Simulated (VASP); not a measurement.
VASP input:

### POSCAR
```
ZrS2
1
    1.8202553323    -3.1527747401     0.0000000000
    1.8202553323     3.1527747401    -0.0000000000
   -0.0000000000     0.0000000000     5.7991755291
Zr S
1 2
Direct
  0.0000000000   0.0000000000   1.0000000000
  0.3333330000   0.6666670000   0.2492600743
  0.6666670000   0.3333330000   0.7507399257
```

**KPOINTS**
```
kpoints
0
G
 6 6 4
```

### INCAR
```
SYSTEM = ZrS2
PREC = Accurate
ENCUT = 520
EDIFF = 1E-6
NELM = 100
ALGO = Normal
LREAL = .FALSE.
LASPH = .TRUE.
ISMEAR = 0
SIGMA = 0.05
GGA = CX
LUSE_VDW = .TRUE.
AGGAC = 0.0
LMAXMIX = 4
LWAVE = .FALSE.
LCHARG = .FALSE.
IBRION = 2
ISIF = 3
NSW = 60
EDIFFG = -0.02
```

POTCAR, in this order: Zr_sv S (PBE.64 set). Program: vasp_std.

Task: Write an equivalent input for Quantum ESPRESSO's pw.x.

Result: One equivalent input (not run):
```
&CONTROL
  calculation = 'vc-relax'
  pseudo_dir = './pseudo'
  outdir = './out'
  tprnfor = .true.
  tstress = .true.
  nstep = 60
  forc_conv_thr = 0.00078
/
&SYSTEM
  ibrav = 0
  nat = 3
  ntyp = 2
  ecutwfc = 66
  occupations = 'smearing'
  smearing = 'gaussian'
  degauss = 0.003675
  input_dft = 'vdw-df-cx'
/
&ELECTRONS
  conv_thr = 7.3e-08
  electron_maxstep = 100
/
&IONS
/
&CELL
/
ATOMIC_SPECIES
  Zr 91.224 Zr.upf
  S 32.060 S.upf
CELL_PARAMETERS angstrom
     1.8202553   -3.1527747    0.0000000
     1.8202553    3.1527747   -0.0000000
    -0.0000000    0.0000000    5.7991755
ATOMIC_POSITIONS crystal
  Zr   0.0000000  0.0000000  1.0000000
  S    0.3333330  0.6666670  0.2492601
  S    0.6666670  0.3333330  0.7507399
K_POINTS automatic
  6 6 4 0 0 0
```
The two are equivalent in intent, not identical: the potentials are each code's own (VASP's PAW set, PseudoDojo norm-conserving files in pw.x), so ENCUT and ecutwfc are chosen apart and not converted; conv_thr bounds pw.x's estimated SCF error, while EDIFF bounds the energy change between steps; forc_conv_thr acts on force components and is met together with etot_conv_thr.

The compound is ZrS2 in the 1T layered structure. This run relaxes it. Symmetry was kept, so distortions that lower it aren't found. The start is the result of an earlier pass.
